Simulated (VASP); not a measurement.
Crystal: Rh.

```
Rh
1.0
     0.00000    1.88961    1.88961
     1.88961    0.00000    1.88961
     1.88961    1.88961    0.00000
Rh
1
Cartesian
  0.0000 0.0000 0.0000
```

Base run:

```yaml
Program: VASP 6.6.1
Functional: PBEsol
Potentials_or_basis: VASP PAW PBE potentials, release 64 (Rh_pv)
Cutoff: 900 eV
k_mesh: 18 × 18 × 18
Occupations: gaussian, width 0.1 eV
Spin: no spin polarisation
```

Its results: band gap on the k mesh none (metal or under the smearing width); pressure 0.2 GPa.

Problem. The run is repeated on the same cell with these changes: cutoff from 900 eV to 520 eV; occupations from gaussian, width 0.1 eV to gaussian, width 0.5 eV. What comes out?

Solution. Band gap on the k mesh none (metal or under the smearing width); pressure 1.8 GPa.

Caveats: the PAW data sets were made with another functional, which shifts forces and pressure a little.

Not every run made on this cell is shown here.
